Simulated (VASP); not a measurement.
All values below come from LDA (Ceperley-Alder, Perdew-Zunger), VASP's LDA PAW potentials (set 64) (plane waves; VASP).

The input files of a VASP run:

**POSCAR**
```
NiSi2
1
    0.0000000000     2.6788230475     2.6788230475
    2.6788230475    -0.0000000000     2.6788230475
    2.6788230475     2.6788230475     0.0000000000
Si Ni
2 1
Direct
  0.2500000000   0.2500000000   0.2500000000
  0.7500000000   0.7500000000   0.7500000000
  0.0000000000   0.0000000000   0.0000000000
```

INCAR:
```
# general
SYSTEM  = NiSi2
PREC    = Accurate
ENCUT   = 500
LREAL   = .FALSE.
LASPH   = .TRUE.

# electronic loop
EDIFF   = 1E-6
NELM    = 100
ALGO    = Normal
LMAXMIX = 4

# smearing
ISMEAR  = 1
SIGMA   = 0.1

# ions
IBRION  = 2
NSW     = 40
ISIF    = 3
EDIFFG  = -0.02

# output
LWAVE   = .FALSE.
LCHARG  = .FALSE.
```

KPOINTS:
```
Automatic mesh
0
Gamma
10 10 10
0 0 0
```

POTCAR, in this order: Si Ni (LDA.64 set). Program: vasp_std.

### Question
What does the run give for the energy per atom (σ→0), volume per atom, band gap (on the k-mesh)?

### Answer

```yaml
energy per atom (σ→0): -6.633 eV/atom
band gap (on the k-mesh): none (metal, semimetal or under 0.01 eV)
volume_per_atom: 12.79 Å³/atom
```

### OSZICAR
```
...
       N       E                     dE             d eps       ncg     rms          rms(c)
DAV:   1    -0.199028644977E+02   -0.40835E-02   -0.35003E-02  1375   0.425E+00    0.586E-01
DAV:   2    -0.199104553452E+02   -0.75908E-02   -0.82013E-02  1501   0.780E+00    0.923E-01
DAV:   3    -0.198991447815E+02    0.11311E-01   -0.38514E-02  1454   0.533E+00    0.992E-02
DAV:   4    -0.198990654769E+02    0.79305E-04   -0.89391E-04  1317   0.302E-01    0.265E-02
DAV:   5    -0.198990573248E+02    0.81521E-05   -0.36020E-05  1769   0.120E-01    0.944E-03
DAV:   6    -0.198990568906E+02    0.43417E-06   -0.30790E-06  1312   0.269E-02
   3 F= -.19899057E+02 E0= -.19898578E+02  d E =-.112435E-03
```

The compound is NiSi2 in the fluorite structure. This run relaxes it. Symmetry was kept, so distortions that lower it aren't found. The run is not spin-polarised, so no magnetic state was tried.
